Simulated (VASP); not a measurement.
Calculation: optB86b-vdW, VASP's PBE PAW potentials (set 64) (plane waves; VASP).

VASP input:

INCAR:
```
AGGAC = 0.0
ALGO = Normal
EDIFF = 1E-6
EDIFFG = -0.01
ENCUT = 520
GGA = MK
IBRION = 2
ISIF = 3
ISMEAR = 1
LASPH = .TRUE.
LCHARG = .FALSE.
LMAXMIX = 4
LREAL = .FALSE.
LUSE_VDW = .TRUE.
LWAVE = .FALSE.
NELM = 100
NSW = 60
PARAM1 = 0.1234
PARAM2 = 1.0
PREC = Accurate
SIGMA = 0.1
SYSTEM = Y
```

File POSCAR:
```
Y
1.0
  1.8113848361  -3.1374108381   0.0000000000
  1.8113848361   3.1374108381   0.0000000000
  0.0000000000   0.0000000000   5.5685566978
Y
2
Cartesian
  1.8113848361   1.0458057043   1.3921391745
  1.8113848361  -1.0458057043   4.1764175234
```

File KPOINTS:
```
Automatic mesh
0
Gamma
11 11 6
0 0 0
```

POTCAR, in this order: Y_sv (PBE.64 set). Program: vasp_std.

The resulting files:

OUTCAR:
```
 ion  position               nearest neighbor table
   1  0.333  0.667  0.250-   2 3.48   2 3.48   2 3.48   2 3.48   2 3.48   2 3.48
   2  0.667  0.333  0.750-   1 3.48   1 3.48   1 3.48   1 3.48   1 3.48   1 3.48
  LATTYP: Found a hexagonal cell.
 ALAT       =     3.6227699060
 C/A-ratio  =     1.5370991927
 Subroutine PRICEL returns:
 Original cell was already a primitive cell.
 Subroutine GETGRP returns: Found 24 space group operations
The static configuration has the point symmetry D_3d.
 The point group associated with its full space group is D_6h.
The dynamic configuration has the point symmetry D_3d.
 Subroutine INISYM returns: Found 24 space group operations
 Subroutine IBZKPT returns following result:
 Found     64 irreducible k-points:

 Following reciprocal coordinates:
            Coordinates               Weight
  0.000000  0.000000  0.000000      1.000000
  0.090909  0.000000  0.000000      6.000000
  0.181818  0.000000  0.000000      6.000000
  0.272727  0.000000  0.000000      6.000000
  0.363636  0.000000  0.000000      6.000000
  0.454545  0.000000  0.000000      6.000000
  0.090909  0.090909  0.000000      6.000000
  0.181818  0.090909  0.000000     12.000000
  0.272727  0.090909  0.000000     12.000000
  0.363636  0.090909  0.000000     12.000000
  0.454545  0.090909  0.000000      6.000000
  0.181818  0.181818  0.000000      6.000000
  0.272727  0.181818  0.000000     12.000000
  0.363636  0.181818  0.000000     12.000000
  0.272727  0.272727  0.000000      6.000000
  0.363636  0.272727  0.000000      6.000000
  0.000000  0.000000  0.166667      2.000000
  0.090909  0.000000  0.166667     12.000000
  0.181818  0.000000  0.166667     12.000000
  0.272727  0.000000  0.166667     12.000000
  0.363636  0.000000  0.166667     12.000000
  0.454545  0.000000  0.166667     12.000000
  0.090909  0.090909  0.166667     12.000000
  0.181818  0.090909  0.166667     24.000000
  0.272727  0.090909  0.166667     24.000000
  0.363636  0.090909  0.166667     24.000000
  0.454545  0.090909  0.166667     12.000000
  0.181818  0.181818  0.166667     12.000000
  0.272727  0.181818  0.166667     24.000000
  0.363636  0.181818  0.166667     24.000000
  0.272727  0.272727  0.166667     12.000000
  0.363636  0.272727  0.166667     12.000000
  0.000000  0.000000  0.333333      2.000000
  0.090909  0.000000  0.333333     12.000000
  0.181818  0.000000  0.333333     12.000000
  0.272727  0.000000  0.333333     12.000000
  0.363636  0.000000  0.333333     12.000000
  0.454545  0.000000  0.333333     12.000000
  0.090909  0.090909  0.333333     12.000000
  0.181818  0.090909  0.333333     24.000000
   k-points           NKPTS =     64   k-points in BZ     NKDIM =     64   number of bands    NBANDS=     15
   number of dos      NEDOS =    301   number of ions     NIONS =      2
   total plane-waves  NPLWV =  32928
   dimension x,y,z NGX =    28 NGY =   28 NGZ =   42
   dimension x,y,z NGXF=    56 NGYF=   56 NGZF=   84
   ions per type =               2
   PREC   = accura    normal or accurate (medium, high low for compatibility)
   ISTART =      0    job   : 0-new  1-cont  2-samecut
   ICHARG =      2    charge: 1-file 2-atom 10-const
   ISPIN  =      1    spin polarized calculation?
   LNONCOLLINEAR =      F non collinear calculations
   LSORBIT =      F    spin-orbit coupling
   INIWAV =      1    electr: 0-lowe 1-rand  2-diag
   ENCUT  =  520.0 eV  38.22 Ry    6.18 a.u.   6.74  6.74 10.35*2*pi/ulx,y,z
   NELM   =    100;   NELMIN=  2; NELMDL= -5     # of ELM steps
   EDIFF  = 0.1E-05   stopping-criterion for ELM
   LREAL  =      F    real-space projection
...
```

OSZICAR:
```
       N       E                     dE             d eps       ncg     rms          rms(c)
DAV:   1     0.941655449962E+02    0.94166E+02   -0.11747E+04  1920   0.140E+03
DAV:   2    -0.805941622045E+00   -0.94971E+02   -0.94027E+02  2396   0.290E+02
DAV:   3    -0.838652226238E+01   -0.75806E+01   -0.75257E+01  3717   0.490E+01
DAV:   4    -0.850900975568E+01   -0.12249E+00   -0.12248E+00  2102   0.724E+00
DAV:   5    -0.851235077403E+01   -0.33410E-02   -0.33410E-02  2796   0.895E-01    0.335E+01
DAV:   6    -0.821131595522E+01    0.30103E+00   -0.40753E-01  1920   0.464E+00    0.208E+01
DAV:   7    -0.816710996320E+01    0.44206E-01   -0.77684E-01  2337   0.596E+00    0.190E+00
DAV:   8    -0.815782882496E+01    0.92811E-02   -0.16483E-01  2305   0.265E+00    0.137E+00
DAV:   9    -0.815679691687E+01    0.10319E-02   -0.36855E-03  2697   0.437E-01    0.349E-01
DAV:  10    -0.815690094372E+01   -0.10403E-03   -0.20257E-03  2007   0.465E-01    0.387E-01
DAV:  11    -0.815681418155E+01    0.86762E-04   -0.17025E-04  2133   0.130E-01    0.718E-02
DAV:  12    -0.815681057290E+01    0.36086E-05   -0.23395E-05  2321   0.481E-02    0.115E-02
DAV:  13    -0.815681140279E+01   -0.82989E-06   -0.14673E-06  1485   0.110E-02
   1 F= -.81568114E+01 E0= -.81582408E+01  d E =-.815681E+01
       N       E                     dE             d eps       ncg     rms          rms(c)
DAV:   1    -0.815818496831E+01   -0.13744E-02   -0.32292E-02  2648   0.133E+00    0.258E-01
DAV:   2    -0.815706550500E+01    0.11195E-02   -0.28590E-03  2414   0.386E-01    0.114E-01
DAV:   3    -0.815679681183E+01    0.26869E-03   -0.22621E-03  3231   0.268E-01    0.734E-02
DAV:   4    -0.815682364622E+01   -0.26834E-04   -0.10934E-04  2312   0.623E-02    0.545E-02
DAV:   5    -0.815688124195E+01   -0.57596E-04   -0.82708E-05  3182   0.430E-02    0.235E-02
DAV:   6    -0.815688114180E+01    0.10015E-06   -0.77655E-06  2067   0.214E-02
   2 F= -.81568811E+01 E0= -.81583016E+01  d E =-.697390E-04
       N       E                     dE             d eps       ncg     rms          rms(c)
DAV:   1    -0.815689781667E+01   -0.16575E-04   -0.35823E-04  2746   0.137E-01    0.291E-02
DAV:   2    -0.815688659194E+01    0.11225E-04   -0.28661E-05  2443   0.390E-02    0.149E-02
DAV:   3    -0.815688379553E+01    0.27964E-05   -0.25093E-05  3112   0.285E-02    0.686E-03
DAV:   4    -0.815688378282E+01    0.12710E-07   -0.13630E-06  1342   0.901E-03
   3 F= -.81568838E+01 E0= -.81583058E+01  d E =-.723800E-04
```

OUTCAR:
```
------------------------ aborting loop because EDIFF is reached ----------------------------------------
  FORCE on cell =-STRESS in cart. coord.  units (eV):
  Direction    XX          YY          ZZ          XY          YZ          ZX
  --------------------------------------------------------------------------------------
  Total       -0.0024070     -0.0024070      0.0183293      0.0000000      0.0000000     -0.0000000
  in kB       -0.0610705     -0.0610705      0.4650448      0.0000000      0.0000000     -0.0000000
  external PRESSURE =       0.1143013 kB  Pullay stress =       0.0000000 kB
  volume of cell :       63.15
      direct lattice vectors                 reciprocal lattice vectors
     1.809230259 -3.133679000  0.000000000     0.276360622 -0.159556866  0.000000000
     1.809230259  3.133679000 -0.000000000     0.276360622  0.159556866 -0.000000000
     0.000000000  0.000000000  5.569080250     0.000000000  0.000000000  0.179562864
 POSITION                                       TOTAL-FORCE (eV/Angst)
 -----------------------------------------------------------------------------------
      1.80923      1.04456      1.39227         0.000000     -0.000000     -0.000000
      1.80923     -1.04456      4.17681        -0.000000      0.000000      0.000000
 -----------------------------------------------------------------------------------
    total drift:                                0.000000      0.000514     -0.000010
  FREE ENERGIE OF THE ION-ELECTRON SYSTEM (eV)
  ---------------------------------------------------
  free  energy   TOTEN  =        -8.1568837828 eV

  energy  without entropy=       -8.1611499373  energy(sigma->0) =       -8.15830583

 reached required accuracy - stopping structural energy minimisation
```
(Selected blocks of OUTCAR.)

CONTCAR:
```
Y
   1.00000000000000
     1.8092302591658391   -3.1336790004180548    0.0000000000000000
     1.8092302591658391    3.1336790004180548   -0.0000000000000000
     0.0000000000000000    0.0000000000000000    5.5690802499840562
  Y
     2
Direct
     0.3333330000000032    0.6666669999999968    0.2500000000000000
     0.6666669999999968    0.3333330000000032    0.7500000000000000
```

The compound is Y in the hcp structure. This run relaxes it. Symmetry was kept, so distortions that lower it aren't found. The start is the result of an earlier pass.
